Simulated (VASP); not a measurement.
# V: formation energy of a vacancy on the V site, part 2 of 3

Aim: the formation energy and local structure of a vacancy on the V site in V.

VASP 6.6.1; PBEsol, no spin polarisation; plane waves and PAW (V).

So far. Step 2 (The host at zero pressure): The run ended after 3 ionic steps, 0.047 eV below its first step, once forces and stress met EDIFFG = -0.02. Step 3 (Relax the host again, on a new basis): The start already met the threshold, so nothing moved.

**4. The perfect supercell**

System of this step: V. The cell holds 54 atoms: 54 V. Cell: a = 8.830 Å, b = 8.830 Å, c = 8.830 Å, α = 90.0°, β = 90.0°, γ = 90.0°. It derives from V.

The same cell, mesh and cutoff without the defect give the energy to subtract and, in a gapped host, the band edges to count from, so that most errors cancel.

INCAR reads:

```
SYSTEM = V
PREC = Normal
ENCUT = 300
EDIFF = 1E-05
NELM = 120
ISMEAR = 1
SIGMA = 0.2
LREAL = Auto
ALGO = Fast
GGA = PS
NBANDS = 176
LASPH = .TRUE.
LORBIT = 11
LWAVE = .FALSE.
LCHARG = .FALSE.
KPAR = 4
NCORE = 2
```

POSCAR reads:

```
V
1.0
    8.8297515330      0.0000000000      0.0000000000
    0.0000000000      8.8297515330      0.0000000000
    0.0000000000      0.0000000000      8.8297515330
V
54
Direct
    0.0000000000      0.0000000000      0.0000000000
    0.3333333333      0.0000000000      0.0000000000
    0.6666666667      0.0000000000      0.0000000000
    0.0000000000      0.3333333333      0.0000000000
    0.0000000000      0.0000000000      0.3333333333
    0.1666666667      0.1666666667      0.1666666667
    0.3333333333      0.3333333333      0.0000000000
    0.3333333333      0.0000000000      0.3333333333
    0.5000000000      0.1666666667      0.1666666667
    0.6666666667      0.3333333333      0.0000000000
    0.6666666667      0.0000000000      0.3333333333
    0.8333333333      0.1666666667      0.1666666667
    0.0000000000      0.6666666667      0.0000000000
    0.0000000000      0.3333333333      0.3333333333
    0.1666666667      0.5000000000      0.1666666667
    0.3333333333      0.6666666667      0.0000000000
    0.0000000000      0.0000000000      0.6666666667
    0.1666666667      0.1666666667      0.5000000000
    0.3333333333      0.3333333333      0.3333333333
    0.5000000000      0.5000000000      0.1666666667
    0.6666666667      0.6666666667      0.0000000000
    0.3333333333      0.0000000000      0.6666666667
    0.5000000000      0.1666666667      0.5000000000
    0.6666666667      0.3333333333      0.3333333333
    0.8333333333      0.5000000000      0.1666666667
    0.6666666667      0.0000000000      0.6666666667
    0.8333333333      0.1666666667      0.5000000000
    0.0000000000      0.6666666667      0.3333333333
    0.1666666667      0.8333333333      0.1666666667
    0.0000000000      0.3333333333      0.6666666667
    0.1666666667      0.5000000000      0.5000000000
    0.3333333333      0.6666666667      0.3333333333
    0.5000000000      0.8333333333      0.1666666667
    0.1666666667      0.1666666667      0.8333333333
    0.3333333333      0.3333333333      0.6666666667
    0.5000000000      0.5000000000      0.5000000000
    0.6666666667      0.6666666667      0.3333333333
    0.8333333333      0.8333333333      0.1666666667
    0.5000000000      0.1666666667      0.8333333333
    0.6666666667      0.3333333333      0.6666666667
    0.8333333333      0.5000000000      0.5000000000
    0.8333333333      0.1666666667      0.8333333333
    0.0000000000      0.6666666667      0.6666666667
    0.1666666667      0.8333333333      0.5000000000
    0.1666666667      0.5000000000      0.8333333333
    0.3333333333      0.6666666667      0.6666666667
    0.5000000000      0.8333333333      0.5000000000
    0.5000000000      0.5000000000      0.8333333333
    0.6666666667      0.6666666667      0.6666666667
    0.8333333333      0.8333333333      0.5000000000
    0.8333333333      0.5000000000      0.8333333333
    0.1666666667      0.8333333333      0.8333333333
    0.5000000000      0.8333333333      0.8333333333
    0.8333333333      0.8333333333      0.8333333333
```

KPOINTS reads:

```
Automatic mesh
0
Monkhorst-Pack
4 4 4
0 0 0
```

The projector-augmented-wave data sets are V (PBE family, release 64).

Run with:

```sh
mpirun -np 8 vasp_std
```

Log:

```text
[banner, memory and clock lines left out]
running    8 mpi-ranks, on    1 nodes
 distrk:  each k-point on    2 cores,    4 groups
 distr:  one band on    2 cores,    1 groups

 POSCAR found type information on POSCAR V
 POSCAR found :  1 types and      54 ions
 [... a notice as in an earlier step ...]

 LDA part: xc-table for (Slater+PW92), standard interpolation
 POSCAR, INCAR and KPOINTS ok, starting setup
 FFT: planning ... GRIDC
 FFT: planning ... GRID_SOFT
 FFT: planning ... GRID
 WAVECAR not read
 entering main loop
       N       E                     dE             d eps       ncg     rms          rms(c)
DAV:   1     0.165243011004E+04    0.16524E+04   -0.57121E+04  1424   0.112E+03
DAV:   2    -0.257613042306E+03   -0.19100E+04   -0.18360E+04  1408   0.343E+02
DAV:   3    -0.565104312547E+03   -0.30749E+03   -0.28522E+03  2240   0.157E+02
DAV:   4    -0.595196093113E+03   -0.30092E+02   -0.27585E+02  2248   0.629E+01
DAV:   5    -0.596448127090E+03   -0.12520E+01   -0.12213E+01  2208   0.116E+01    0.989E+01
RMM:   6    -0.520414446315E+03    0.76034E+02   -0.18532E+02  1408   0.726E+01    0.171E+01
RMM:   7    -0.518334162787E+03    0.20803E+01   -0.58864E+01  1650   0.178E+01    0.116E+01
RMM:   8    -0.518394314848E+03   -0.60152E-01   -0.95250E+00  1531   0.142E+01    0.422E+00
RMM:   9    -0.518836363896E+03   -0.44205E+00   -0.80662E+00  1745   0.804E+00    0.357E+00
RMM:  10    -0.518719130434E+03    0.11723E+00   -0.15228E+00  1644   0.529E+00    0.111E+00
RMM:  11    -0.518758586042E+03   -0.39456E-01   -0.64823E-01  1851   0.147E+00    0.858E-01
RMM:  12    -0.518760582426E+03   -0.19964E-02   -0.98779E-02  2054   0.529E-01    0.726E-01
RMM:  13    -0.518750098362E+03    0.10484E-01   -0.13593E-01  1660   0.179E+00    0.584E-01
RMM:  14    -0.518747093697E+03    0.30047E-02   -0.22548E-02  1539   0.824E-01    0.118E-01
RMM:  15    -0.518747940653E+03   -0.84696E-03   -0.91219E-03  2156   0.160E-01    0.889E-02
RMM:  16    -0.518747991795E+03   -0.51142E-04   -0.96709E-04  2049   0.478E-02    0.568E-02
RMM:  17    -0.518747996235E+03   -0.44400E-05   -0.20797E-04  1601   0.253E-02    0.440E-02
RMM:  18    -0.518747981808E+03    0.14428E-04   -0.14717E-04  1583   0.551E-02    0.486E-03
RMM:  19    -0.518747989152E+03   -0.73446E-05   -0.56512E-05  1343   0.127E-02
   1 F= -.51874799E+03 E0= -.51871728E+03  d E =-.921396E-01
```

The job ended after 89 s (8 MPI ranks of AMD EPYC 7R43, shared host; peak memory 1.7 GiB; 12 min of CPU time).

OUTCAR, selected parts (step 4):

```text
  LATTYP: Found a simple cubic cell.
 ALAT       =     8.8297515330

The static configuration has the point symmetry O_h .

 Found      4 irreducible k-points:

   k-points           NKPTS =      4   k-points in BZ     NKDIM =      4   number of bands    NBANDS=    176

   dimension x,y,z NGX =    40 NGY =   40 NGZ =   40
   dimension x,y,z NGXF=    80 NGYF=   80 NGZF=   80

   ENCUT  =  300.0 eV  22.05 Ry    4.70 a.u.  12.47 12.47 12.47*2*pi/ulx,y,z

   NELECT =     270.0000    total number of electrons

 E-fermi :   6.5216

 k-point     1 :       0.1250    0.1250    0.1250
  band No.  band energies     occupation
    ...
    122       6.2175      2.05348
    123       6.2175      2.05348
    124       6.4573      1.51389
    125       6.4573      1.51389
    126       6.4573      1.51385
    127       6.5853      0.48986
    128       6.5853      0.48977
    129       6.5853      0.48977
    130       6.6001      0.38859
    131       6.6001      0.38859
    ...

 k-point     2 :       0.3750    0.1250    0.1250
  band No.  band energies     occupation
    ...
    133       6.4396      1.63349
    134       6.4396      1.63347
    135       6.4558      1.52478
    136       6.5235      0.98362
    137       6.5235      0.98350
    138       6.5911      0.44902
    139       6.5911      0.44900
    140       6.6270      0.23057
    141       6.6270      0.23055
    142       6.7010     -0.02179
    ...

  Total        0.2605959      0.2605959      0.2605959     -0.0000000     -0.0000000      0.0000000
  in kB        0.6065027      0.6065027      0.6065027     -0.0000000     -0.0000000      0.0000000
  external PRESSURE =       0.6065027 kB  Pullay stress =       0.0000000 kB

  energy-cutoff  :      300.00
  volume of cell :      688.41
      direct lattice vectors                 reciprocal lattice vectors
     8.829751533  0.000000000  0.000000000     0.113253470  0.000000000  0.000000000
     0.000000000  8.829751533  0.000000000     0.000000000  0.113253470  0.000000000
     0.000000000  0.000000000  8.829751533     0.000000000  0.000000000  0.113253470

 POSITION                                       TOTAL-FORCE (eV/Angst)
 -----------------------------------------------------------------------------------
      0.00000      0.00000      0.00000         0.000000      0.000000     -0.000000
      2.94325      0.00000      0.00000         0.000000      0.000000     -0.000000
      5.88650      0.00000      0.00000        -0.000000     -0.000000      0.000000
      0.00000      2.94325      0.00000        -0.000000     -0.000000     -0.000000
      0.00000      0.00000      2.94325        -0.000000      0.000000      0.000000
      1.47163      1.47163      1.47163         0.000000     -0.000000      0.000000
      2.94325      2.94325      0.00000        -0.000000      0.000000      0.000000
      2.94325      0.00000      2.94325         0.000000      0.000000     -0.000000
      4.41488      1.47163      1.47163         0.000000     -0.000000      0.000000
      5.88650      2.94325      0.00000         0.000000     -0.000000      0.000000
      5.88650      0.00000      2.94325         0.000000     -0.000000     -0.000000
      7.35813      1.47163      1.47163         0.000000     -0.000000      0.000000
      0.00000      5.88650      0.00000        -0.000000     -0.000000     -0.000000
      0.00000      2.94325      2.94325        -0.000000      0.000000     -0.000000
      1.47163      4.41488      1.47163         0.000000     -0.000000     -0.000000
      2.94325      5.88650      0.00000        -0.000000      0.000000     -0.000000
      0.00000      0.00000      5.88650         0.000000     -0.000000      0.000000
      1.47163      1.47163      4.41488        -0.000000     -0.000000      0.000000
      2.94325      2.94325      2.94325        -0.000000     -0.000000     -0.000000
      4.41488      4.41488      1.47163         0.000000      0.000000      0.000000
      5.88650      5.88650      0.00000         0.000000     -0.000000      0.000000
      2.94325      0.00000      5.88650        -0.000000     -0.000000      0.000000
      4.41488      1.47163      4.41488        -0.000000     -0.000000     -0.000000
      5.88650      2.94325      2.94325         0.000000     -0.000000      0.000000
      7.35813      4.41488      1.47163        -0.000000      0.000000      0.000000
      5.88650      0.00000      5.88650         0.000000     -0.000000     -0.000000
      7.35813      1.47163      4.41488        -0.000000      0.000000     -0.000000
      0.00000      5.88650      2.94325        -0.000000     -0.000000     -0.000000
      1.47163      7.35813      1.47163        -0.000000      0.000000      0.000000
      0.00000      2.94325      5.88650        -0.000000     -0.000000      0.000000
      1.47163      4.41488      4.41488        -0.000000     -0.000000      0.000000
      2.94325      5.88650      2.94325         0.000000      0.000000     -0.000000
      4.41488      7.35813      1.47163        -0.000000      0.000000      0.000000
      1.47163      1.47163      7.35813        -0.000000      0.000000     -0.000000
      2.94325      2.94325      5.88650         0.000000     -0.000000     -0.000000
      4.41488      4.41488      4.41488         0.000000      0.000000     -0.000000
      5.88650      5.88650      2.94325        -0.000000     -0.000000      0.000000
      7.35813      7.35813      1.47163         0.000000      0.000000      0.000000
[...]
-----------------------------------------------------------------------------------
    total drift:                               -0.000000     -0.000000     -0.000000

  FREE ENERGIE OF THE ION-ELECTRON SYSTEM (eV)
  ---------------------------------------------------
  free  energy   TOTEN  =      -518.7479891522 eV

  energy  without entropy=     -518.6558495051  energy(sigma->0) =     -518.71727594

 total charge
# of ion       s       p       d       tot
------------------------------------------
    1        0.608   0.700   3.640   4.947
    2        0.608   0.700   3.640   4.947
    3        0.608   0.700   3.640   4.947
    4        0.608   0.700   3.640   4.947
    5        0.608   0.700   3.640   4.947
    6        0.608   0.700   3.640   4.947
    7        0.608   0.700   3.640   4.947
    8        0.608   0.700   3.640   4.947
    9        0.608   0.700   3.640   4.947
   10        0.608   0.700   3.640   4.947
   11        0.608   0.700   3.640   4.947
   12        0.608   0.700   3.640   4.947
   13        0.608   0.700   3.640   4.947
   14        0.608   0.700   3.640   4.947
   15        0.608   0.700   3.640   4.947
   16        0.608   0.700   3.640   4.947
   17        0.608   0.700   3.640   4.947
   18        0.608   0.700   3.640   4.947
   19        0.608   0.700   3.640   4.947
   20        0.608   0.700   3.640   4.947
   21        0.608   0.700   3.640   4.947
   22        0.608   0.700   3.640   4.947
   23        0.608   0.700   3.640   4.947
   24        0.608   0.700   3.640   4.947
   25        0.608   0.700   3.640   4.947
   26        0.608   0.700   3.640   4.947
   27        0.608   0.700   3.640   4.947
   28        0.608   0.700   3.640   4.947
   29        0.608   0.700   3.640   4.947
   30        0.608   0.700   3.640   4.947
   31        0.608   0.700   3.640   4.947
   32        0.608   0.700   3.640   4.947
   33        0.608   0.700   3.640   4.947
   34        0.608   0.700   3.640   4.947
   35        0.608   0.700   3.640   4.947
   36        0.608   0.700   3.640   4.947
   37        0.608   0.700   3.640   4.947
[...]
--------------------------------------------------
tot         32.819  37.785 196.540 267.144

[... 1 part as in an earlier step ...]

[... 5 further parts left out ...]
```

This run has no spin polarisation, so a moment on V, if there is one, isn't seen.

Numbers from this step:

| Property | Result |
| --- | --- |
| electronic cycles | 19 |
| electrons | 270 |
| free energy (TOTEN) | -518.7480 eV |
| energy at zero smearing | -518.7173 eV |
| Fermi energy | 6.522 eV |

The host is treated as a metal, as its relaxation found a gap under 0.3 eV or none, and only the neutral defect is run.

(Part 2 of 3 ends here.)

[Lines on the potential files, build, host, timing and source positions are cut from VASP's logs without a mark.]

[Logs are printed without paths, hosts, clocks, repeated set-up lines and the standing remarks that a program may print on its own settings, such as how far it seeks lower states.]

[Hosts, paths, dates, database ids (printed as entryN), source tags and the programs' standing remarks are cut or masked in the printed files.]

[In band tables of VASP the shares of atoms and orbitals are scaled to a sum of 1 inside the atoms' spheres.]

[Runs that stopped without an error message from VASP are left out.]
